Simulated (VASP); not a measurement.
Consider the following.

```
CELL_PARAMETERS angstrom
      1.90997    -3.30817     0.00000
      1.90997     3.30817     0.00000
      0.00000     0.00000     6.78412
ATOMIC_POSITIONS crystal
  Sn 0.00000 0.00000 0.00000
  Se 0.33333 0.66667 0.23295
  Se 0.66667 0.33333 0.76705
```

All values below come from AM05 GGA, VASP's PBE PAW potentials (set 64) (plane waves; VASP). Settings: 520 eV cut-off, 8×8×4 Γ-centred mesh, tetrahedra with Blöchl corrections, potentials Sn_d Se.

The cores are frozen, which limits the accuracy of field gradients. Without a dispersion term in the relaxation, distances and binding between the weakly bound layers, chains or molecules are unreliable, and so is what depends on them.

**Question.** Give the principal components of the electric field gradient (V/Å²) and the asymmetry η at each nucleus.

**Answer.** 
```csv
atom,Vxx,Vyy,Vzz,η
Sn1,1.1,1.1,-2.2,0.00
Se2,36.6,36.6,-73.3,0.00
Se3,36.6,36.6,-73.3,0.00
```

The compound is SnSe2 in the 1T layered structure. It was relaxed first, which changed the volume by +11 %.
